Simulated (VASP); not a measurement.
```yaml
crystal:
  lattice:
    - [0.00000, 3.56495, 3.56495]
    - [3.56495, 0.00000, 3.56495]
    - [3.56495, 3.56495, 0.00000]
  atoms:
    - { symbol: La, position: [0.00000, 0.00000, 0.00000] }
    - { symbol: Te, position: [0.25000, 0.25000, 0.25000] }
```

The numbers are results of PBEsol GGA, VASP's PBE PAW potentials (set 64) (plane waves; VASP 6.6.1), not measurements. Numerical set-up: 400 eV cut-off, 10×10×10 Γ-centred mesh, tetrahedra with Blöchl corrections, potentials La Te.

Unless said otherwise, spin-orbit coupling is left out, though it shifts the bands of the heavy elements here.

**Question.** What does the run give for the energy per atom (σ→0), band gap (on the k-mesh) with the smallest direct gap where there is one?

**Answer.** 
The band gap (on the k-mesh) comes out as none (metal, semimetal or under 0.01 eV) and the energy per atom (σ→0) comes out as -5.378 eV/atom.

The structure was generated: LaTe was put into the zinc blende type (F-43m), which need not be its known phase. It was relaxed first, which changed the volume by -28 %. The electron count is odd and the run is not spin-polarised, which forces a metal.
